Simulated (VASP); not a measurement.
Here is a VASP 6.6.1 calculation.

The input POSCAR:

```
Si
1.0
    0.0000000000      2.7330583498      2.7140569642
    2.7330583498      0.0000000000      2.7140569642
    2.7330583498      2.7330583498      0.0000000000
Si
2
Direct
    0.0000000000      0.0000000000      0.0000000000
    0.2500000000      0.2500000000      0.2500000000
```

Contents of INCAR.step1:

```
ALGO = Normal ; EDIFF = 1E-4
ENCUT = 520 ; GGA = PE
ISMEAR = 0 ; LASPH = T
LCHARG = F ; LREAL = F
LWAVE = T ; NELM = 100
PREC = Accurate ; SIGMA = 0.02
```

The input INCAR.step2:

```
ALGO = Normal ; EDIFF = 1E-7
EDIFFG = -0.002 ; ENCUT = 520
IBRION = 2 ; ISIF = 2
ISMEAR = 0 ; ISTART = 1
LASPH = T ; LCHARG = F
LMIXTAU = T ; LREAL = F
LWAVE = F ; METAGGA = R2SCAN
NELM = 100 ; NSW = 60
PREC = Accurate ; SIGMA = 0.02
```

The input KPOINTS:

```
k-points
0
Gamma
  8 8 8
```

Potentials or basis: VASP PAW PBE potentials, release 64 (Si).

Launch:

```bash
$ cat potpaw_PBE.64/Si/POTCAR > POTCAR
$ cp INCAR.step1 INCAR
$ mpirun -np 1 vasp_std > vasp.out
$ cp INCAR.step2 INCAR
$ mpirun -np 1 vasp_std > vasp.out
```

(1) Predict the band gap on the k mesh.

Answers

(1) 0.75 eV, indirect (least direct gap 2.70 eV).

Caveat: the relaxation stopped at its first step, so nothing moved.
